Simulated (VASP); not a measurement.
Calculation: PBEsol GGA, VASP's PBE PAW potentials (set 64) (plane waves; VASP).

The input files of a VASP run:

### INCAR
```
SYSTEM = PbTe
PREC = Accurate; ENCUT = 520; LREAL = .FALSE.
LASPH = .TRUE.; ICHARG = 11
EDIFF = 1E-7; NELM = 100; ALGO = Normal
LMAXMIX = 4
ISMEAR = 0; SIGMA = 0.05
GGA = PS
LWAVE = .FALSE.; LCHARG = .FALSE.; LORBIT = 11
```

File POSCAR:
```
PbTe
1.0
  0.0000000000   3.2204900925   3.2204900925
  3.2204900925   0.0000000000   3.2204900925
  3.2204900925   3.2204900925   0.0000000000
Te Pb
1 1
Cartesian
  3.2204900925   3.2204900925   3.2204900925
  0.0000000000   0.0000000000   0.0000000000
```

KPOINTS:
```
k-points along high-symmetry lines
15
Line-mode
Reciprocal
  0.000000   0.000000   0.000000 ! GAMMA
  0.500000   0.000000   0.500000 ! X

  0.500000   0.000000   0.500000 ! X
  0.625000   0.250000   0.625000 ! U

  0.375000   0.375000   0.750000 ! K
  0.000000   0.000000   0.000000 ! GAMMA

  0.000000   0.000000   0.000000 ! GAMMA
  0.500000   0.500000   0.500000 ! L

  0.500000   0.500000   0.500000 ! L
  0.500000   0.250000   0.750000 ! W

  0.500000   0.250000   0.750000 ! W
  0.500000   0.000000   0.500000 ! X
```

POTCAR, in this order: Te Pb_d (PBE.64 set). Program: vasp_std. Read from the step before: CHGCAR.

Output of the run:

OSZICAR:
```
       N       E                     dE             d eps       ncg     rms          rms(c)
DAV:   1     0.150746294700E+03    0.15075E+03   -0.94028E+03  2520   0.138E+03
DAV:   2     0.257985643714E+01   -0.14817E+03   -0.14538E+03  2568   0.334E+02
DAV:   3    -0.833216065733E+01   -0.10912E+02   -0.10667E+02  3408   0.974E+01
DAV:   4    -0.861096178785E+01   -0.27880E+00   -0.27868E+00  3122   0.187E+01
DAV:   5    -0.861965115174E+01   -0.86894E-02   -0.86892E-02  3602   0.287E+00
DAV:   6    -0.862000092834E+01   -0.34978E-03   -0.34978E-03  3430   0.486E-01
DAV:   7    -0.862000341211E+01   -0.24838E-05   -0.24838E-05  3590   0.443E-02
DAV:   8    -0.862000345513E+01   -0.43029E-07   -0.43026E-07  2894   0.590E-03
   1 F= -.86200035E+01 E0= -.86200035E+01  d E =-.915189E-18
```

File OUTCAR:
```
 val. band max:        5.5881102032   @ k =   0.5000   0.5000   0.5000

 cond. band min:       6.2356561884   @ k =   0.5000   0.5000   0.5000



 k-point     1 :       0.0000    0.0000    0.0000
  band No.  band energies     occupation
      1     -11.0586      2.00000
      2     -11.0586      2.00000
      3     -11.0470      2.00000
      4     -11.0470      2.00000
      5     -11.0470      2.00000
      6      -6.5286      2.00000
      7      -0.0030      2.00000
      8       4.2161      2.00000
      9       4.2161      2.00000
     10       4.2161      2.00000
     11       9.6549      0.00000
     12       9.6549      0.00000
     13       9.6549      0.00000
     14      11.3223      0.00000

 k-point     2 :       0.0357    0.0000    0.0357
  band No.  band energies     occupation
      1     -11.0592      2.00000
      2     -11.0585      2.00000
      3     -11.0471      2.00000
      4     -11.0467      2.00000
      5     -11.0467      2.00000
      6      -6.5137      2.00000
      7      -0.0556      2.00000
      8       4.1922      2.00000
      9       4.1922      2.00000
     10       4.3031      2.00000
     11       9.3977      0.00000
     12       9.6518      0.00000
     13       9.6518      0.00000
     14      11.2025      0.00000

 k-point     3 :       0.0714    0.0000    0.0714
  band No.  band energies     occupation
      1     -11.0608      2.00000
      2     -11.0581      2.00000
      3     -11.0475      2.00000
      4     -11.0457      2.00000
      5     -11.0457      2.00000
      6      -6.4690      2.00000
      7      -0.1994      2.00000
      8       4.1229      2.00000
      9       4.1229      2.00000
     10       4.5434      2.00000
     11       8.7978      0.00000
     12       9.6512      0.00000
     13       9.6512      0.00000
     14      10.9343      0.00000

 k-point     4 :       0.1071    0.0000    0.1071
  band No.  band energies     occupation
      1     -11.0636      2.00000
...
```

The density is held fixed in this step, so its total energy and stress have no physical meaning. Unless said otherwise, spin-orbit coupling is left out, though it shifts the bands of the heavy elements here.

The compound is PbTe in the rock salt structure. It was relaxed first.
